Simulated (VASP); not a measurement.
Write the native input for VASP 6.6.1 that does the following.

```
Task                   : relaxation of cell and atoms
Functional             : LDA
Potentials or basis    : VASP PAW LDA potentials, release 64 (Al, Ni)
Cutoff                 : 600 eV
k mesh                 : 14 × 14 × 14
Occupations            : methfessel-paxton, width 0.1 eV
Spin                   : no spin polarisation
Further INCAR settings : ALGO = Normal; EDIFF = 1e-06; IBRION = 2; EDIFFG = -0.01; NSW = 90; ISIF = 3
```

The structure of AlNi lies in POSCAR:

```
AlNi
1.0
    2.8810000000      0.0000000000      0.0000000000
    0.0000000000      2.8810000000      0.0000000000
    0.0000000000      0.0000000000      2.8810000000
Al Ni
1 1
Direct
    0.0000000000      0.0000000000      0.0000000000
    0.5000000000      0.5000000000      0.5000000000
```

The input as run:

INCAR

```
ALGO = Normal
EDIFF = 1E-6
EDIFFG = -0.01
ENCUT = 600
IBRION = 2
ISIF = 3
ISMEAR = 1
LASPH = True
LCHARG = False
LREAL = False
LWAVE = False
NELM = 80
NSW = 90
PREC = Accurate
SIGMA = 0.1
```

KPOINTS

```
k-points
0
Gamma
  14 14 14
```

Potentials or basis: VASP PAW LDA potentials, release 64 (Al, Ni).

The run is started by

```console
$ cat potpaw_LDA.64/Al/POTCAR potpaw_LDA.64/Ni/POTCAR > POTCAR
$ mpirun -np 1 vasp_std > vasp.out
```

It gave:

The relaxed volume is 11.38 Å³/atom, the relaxed cell is a = 2.834 Å, b = 2.834 Å, c = 2.834 Å, α = 90.00°, β = 90.00°, γ = 90.00° and the space group after relaxing (to 0.05 Å) is Pm-3m (No. 221). The energy gained by relaxing is 15.4 meV/atom and the ionic steps are 3. The pressure after relaxing is -0.1 GPa and the band gap on the k mesh is none (metal or under the smearing width).

Wall time 23 s on 1 thread of Intel(R) Xeon(R) Platinum 8488C (Sapphire Rapids), with other jobs on the host, peak memory 0.16 GiB.
